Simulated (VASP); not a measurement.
# ZrGaC5 (P4/mmm) in VASP: further runs, part 2 of 2

VASP 6.6.1. Earlier steps stand in the parts before.

## Step 4: Relaxation of cell and atoms, PBE (species swapped into the YbIn5Rh type (P4/mmm, No. 123))

INCAR

```
PREC = Accurate ; ENCUT = 600
EDIFF = 1E-6 ; ISMEAR = 0
SIGMA = 0.1 ; LREAL = False
LASPH = True ; NELM = 60
ALGO = Fast ; ISIF = 3
LWAVE = False ; LCHARG = False
GGA = PE ; IBRION = 2
NSW = 100 ; EDIFFG = -0.01
```

KPOINTS

```
Automatic mesh
0
Gamma
  12 12 6
```

POSCAR

```
ZrGaC5
1.0
    3.1695845316      0.0000000000      0.0000000000
    0.0000000000      3.1695845316      0.0000000000
    0.0000000000      0.0000000000      7.0023999196
Zr Ga C
1 1 5
Direct
    0.0000000000      0.0000000000      0.0000000000
    0.0000000000      0.0000000000      0.5000000000
    0.5000000000      0.5000000000      0.0000000000
    0.5000000000      0.0000000000      0.2743370785
    0.0000000000      0.5000000000      0.2743370785
    0.5000000000      0.0000000000      0.7256629215
    0.0000000000      0.5000000000      0.7256629215
```

Potentials or basis: VASP PAW PBE potentials, release 64 (Zr_sv, Ga_d, C).

Run with:

```sh
$ cat potpaw_PBE.64/Zr_sv/POTCAR potpaw_PBE.64/Ga_d/POTCAR potpaw_PBE.64/C/POTCAR > POTCAR
$ mpirun -np 1 vasp_std > vasp.out
```

OUTCAR:

```text
PREC = Accurate
   ENCUT = 600
   EDIFF = 1E-6
   ISMEAR = 0
   LREAL = False
   LASPH = True
   NELM = 60
   ISIF = 3
   GGA = PE
   IBRION = 2
   NSW = 100
   EDIFFG = -0.01

 ion  position               nearest neighbor table
   1  0.000  0.000  0.000-   3 2.24   3 2.24   3 2.24   3 2.24   7 2.49   4 2.49   5 2.49   7 2.49
                             5 2.49   4 2.49   6 2.49   6 2.49
   2  0.000  0.000  0.500-   4 2.24   5 2.24   6 2.24   7 2.24   5 2.24   7 2.24   4 2.24   6 2.24

   3  0.500  0.500  0.000-   1 2.24   1 2.24   1 2.24   1 2.24
   4  0.500  0.000  0.274-   2 2.24   2 2.24   1 2.49   1 2.49
   5  0.000  0.500  0.274-   2 2.24   2 2.24   1 2.49   1 2.49
   6  0.500  0.000  0.726-   2 2.24   2 2.24   1 2.49   1 2.49
   7  0.000  0.500  0.726-   2 2.24   2 2.24   1 2.49   1 2.49

  LATTYP: Found a simple tetragonal cell.
[... 485 lines left out ...]

 Free energy of the ion-electron system (eV)
  ---------------------------------------------------
  ext. energy  EPLUGINS =         0.00000000
  ---------------------------------------------------
  free energy    TOTEN  =       -43.49955938 eV

  energy without entropy =      -43.48994599  energy(sigma->0) =      -43.49475269

 E-fermi :   7.9944     XC(G=0): -12.2585

 val. band max:        7.9877599295   @ k =   0.3333   0.0000   0.1667
 cond. band min:       8.0132816439   @ k =   0.3333   0.0000   0.0000
 fundamental gap:      0.0255217144
 Fermi energy:         7.9944158367

 k-point     1 :       0.0000    0.0000    0.0000
  band No.  band energies     occupation
      1     -40.0233      2.00000
      2     -18.3284      2.00000
      3     -17.9057      2.00000
      4     -17.9057      2.00000
      5      -7.3862      2.00000
      6      -6.9744      2.00000
[... 709 lines left out ...]
     26      10.4990      0.00000
     27      12.5232      0.00000

 [... further k-points ...]
[... 5 lines left out ...]
  --------------------------------------------------------------------------------------
  -------------------------------------------------------------------------------------
  Total       -0.0170210     -0.0170210     -0.0006232      0.0000000      0.0000000      0.0000000
  in kB       -0.3877062     -0.3877062     -0.0141950      0.0000000      0.0000000      0.0000000
  external PRESSURE =      -0.2632025 kB  Pullay stress =       0.0000000 kB
[... 22 lines left out ...]
  FREE ENERGIE OF THE ION-ELECTRON SYSTEM (eV)
  ---------------------------------------------------
  free  energy   TOTEN  =       -43.4995593820 eV

  energy  without entropy=      -43.4899459940  energy(sigma->0) =      -43.49475269

 reached required accuracy - stopping structural energy minimisation
```

CONTCAR:

```text
ZrGaC5
   1.00000000000000
     3.1371965852507593   -0.0000000000000000    0.0000000000000000
    -0.0000000000000000    3.1371965852507593    0.0000000000000000
    -0.0000000000000000    0.0000000000000000    7.1467522970254382
  Zr              Ga              C
     1     1     5
Direct
     0.0000000000000000    0.0000000000000000    0.0000000000000000
     0.0000000000000000    0.0000000000000000    0.5000000000000000
     0.5000000000000000    0.5000000000000000    0.0000000000000000
     0.5000000000000000    0.0000000000000000    0.2750058046739932
     0.0000000000000000    0.5000000000000000    0.2750058046739932
     0.5000000000000000    1.0000000000000000    0.7249941953260067
     0.0000000000000000    0.5000000000000000    0.7249941953260067

  0.00000000E+00  0.00000000E+00  0.00000000E+00
  0.00000000E+00  0.00000000E+00  0.00000000E+00
  0.00000000E+00  0.00000000E+00  0.00000000E+00
  0.00000000E+00  0.00000000E+00  0.00000000E+00
  0.00000000E+00  0.00000000E+00  0.00000000E+00
  0.00000000E+00  0.00000000E+00  0.00000000E+00
  0.00000000E+00  0.00000000E+00  0.00000000E+00
```

Wall time 20 min (1 thread of Intel Xeon 6975P-C (Granite Rapids), shared host); peak memory 0.41 GiB.

What came out:

```
Free energy                            : -43.4996 eV
Relaxed volume                         : 10.05 Å³/atom
Relaxed cell                           : a = 3.137 Å, b = 3.137 Å, c = 7.147 Å, α = 90.00°, β = 90.00°, γ = 90.00°
Space group after relaxing (to 0.05 Å) : P4/mmm (No. 123)
Energy gained by relaxing              : 4.7 meV/atom
Ionic steps                            : 8
Pressure after relaxing                : 0.0 GPa
Largest force after relaxing           : 0.006 eV/Å
Band gap on the k mesh                 : none (metal or under the smearing width)
```

Forces in eV/Å, atoms in the order of the input:
```
Zr   0.000  0.000  0.000
Ga   0.000  0.000  0.000
C    0.000  0.000  0.000
C    0.000  0.000  0.006
C    0.000  0.000  0.006
C    0.000  0.000 -0.006
C    0.000  0.000 -0.006
```

Step by step:
| step | energy change (eV) | largest force (eV/Å) | pressure (GPa) | volume (Å³) |
| --- | --- | --- | --- | --- |
| 1 | 0.0000 | 0.0380 | -0.07 | 70.35 |
| 2 | -0.0281 | 0.0275 | 0.06 | 70.29 |
| 3 | -0.0320 | 0.0236 | 0.19 | 70.25 |
| 4 | -0.0324 | 0.0235 | 0.17 | 70.26 |
| 5 | -0.0325 | 0.0123 | -0.16 | 70.38 |
| 6 | -0.0325 | 0.0149 | -0.06 | 70.36 |
| 7 | -0.0325 | 0.0138 | -0.07 | 70.37 |
| 8 | -0.0326 | 0.0061 | -0.03 | 70.34 |

Final structure:
```cif
data_structure
_symmetry_space_group_name_H-M 'P 1'
_symmetry_Int_Tables_number 1
_cell_length_a 3.1372
_cell_length_b 3.1372
_cell_length_c 7.1468
_cell_angle_alpha 90.000
_cell_angle_beta 90.000
_cell_angle_gamma 90.000
_cell_volume 70.34
loop_
_atom_site_label
_atom_site_type_symbol
_atom_site_fract_x
_atom_site_fract_y
_atom_site_fract_z
_atom_site_occupancy
Zr1 Zr 0.00000 0.00000 0.00000 1
Ga1 Ga 0.00000 0.00000 0.50000 1
C1 C 0.50000 0.50000 0.00000 1
C2 C 0.50000 0.00000 0.27501 1
C3 C 0.00000 0.50000 0.27501 1
C4 C 0.50000 0.00000 0.72499 1
C5 C 0.00000 0.50000 0.72499 1
```

Levels at points of the mesh, in eV from the Fermi level:
| k point | band 18 | band 19 | band 20 | band 21 | band 22 | band 23 | band 24 | band 25 | band 26 | band 27 |
| --- | --- | --- | --- | --- | --- | --- | --- | --- | --- | --- |
| (0.00, 0.00, 0.00) | -3.40 | -3.13 | -3.13 | -1.68 | 0.18 | 0.18 | 1.76 | 2.33 | 3.81 | 3.82 |
| (0.50, 0.00, 0.00) | -2.86 | -2.61 | -1.39 | -0.87 | -0.75 | 0.52 | 0.71 | 0.97 | 1.17 | 1.22 |
| (0.50, 0.50, 0.00) | -4.68 | -3.56 | -3.56 | -1.80 | -1.80 | 0.54 | 0.76 | 0.76 | 0.87 | 5.45 |
| (0.00, 0.00, 0.50) | -2.94 | -2.80 | -2.80 | -1.23 | 0.34 | 0.34 | 0.70 | 0.94 | 3.65 | 3.65 |
| (0.50, 0.00, 0.50) | -3.94 | -1.43 | -0.73 | -0.01 | 0.05 | 0.37 | 0.86 | 0.98 | 1.15 | 1.15 |
| (0.50, 0.50, 0.50) | -4.32 | -3.93 | -3.93 | -2.06 | -2.06 | 0.42 | 2.01 | 2.03 | 2.03 | 4.21 |

## Step 5: The runs side by side

| task | cell | k mesh | cutoff (eV) | mesh quality | gap on the mesh (eV) | pressure (GPa) | relaxed volume (Å³/atom) | largest force (eV/Å) |
| --- | --- | --- | --- | --- | --- | --- | --- | --- |
| single point | species swapped into the YbIn5Rh type (P4/mmm, No. 123) | 4 × 4 × 4 | 520 | coarse | none | 0.3 | - | 0.01 |
| relaxation of cell and atoms | relaxed from: species swapped into the YbIn5Rh type (P4/mmm, No. 123) | 4 × 4 × 4 | 600 | coarse | none | -0.1 | 10.04 | 0.03 |
| relaxation of cell and atoms | relaxed from: species swapped into the YbIn5Rh type (P4/mmm, No. 123) | 12 × 12 × 6 | 600 | not flagged | none | 0.0 | 10.05 | 0.01 |

Alike in all rows: level PBE; potentials or basis VASP PAW PBE potentials, release 64 (Zr_sv, Ga_d, C); no spin polarisation; smearing gaussian 0.1 eV.

Caveats: some runs use coarse meshes; the volume moved by over 15 % at a fixed basis, so the end points are rough (some runs).

Absolute energies hang on the potentials; compare differences alone.
